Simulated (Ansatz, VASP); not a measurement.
# One calculation of ZrTeBr, two programs

```
Zr Te Br
1.0
     5.01034    0.00000    0.00000
    -2.50517    4.33908    0.00000
     0.00000    0.00000    3.65309
Zr Te Br
1 1 1
Direct
  0.00000 0.00000 0.50000
  0.33333 0.66667 0.50000
  0.66667 0.33333 0.00000
```

Change from the starting cell: species swapped into the BaAlSn type (P-6m2, No. 187).

Alike in both runs: functional PBE; k mesh 12 × 12 × 10; occupations gaussian, width 0.1 eV; collinear spin.

Ansatz relaxed the structure, and its values are those at the end. VASP's run is a single point on that final structure, the one shown.

```csv
,VASP,Ansatz
version,VASP 6.6.1,Ansatz 0.2.0
potentials or method,"VASP PAW PBE potentials, release 64 (Zr_sv, Te, Br)","scalar-relativistic, plane waves, PAW"
plane-wave cutoff (eV),520,420
valence electrons in the cell,25,35
```

|  | VASP | Ansatz | Ansatz less VASP |
| --- | --- | --- | --- |
| gap on the k mesh at the Fermi level (eV) | none | none | - |
| pressure (GPa) | 0.0 | 0.0 | -0.01 |
| net moment per atom (μB) | 0.00 | 0.00 | 0.000 |

A gap of «none» marks a metal or a gap that the smearing closes. The two sets of potentials don't hold the same shells in valence. Ansatz warned: «seeded_moment_not_kept».

Spin-orbit coupling is left out, which matters for the levels of Te.
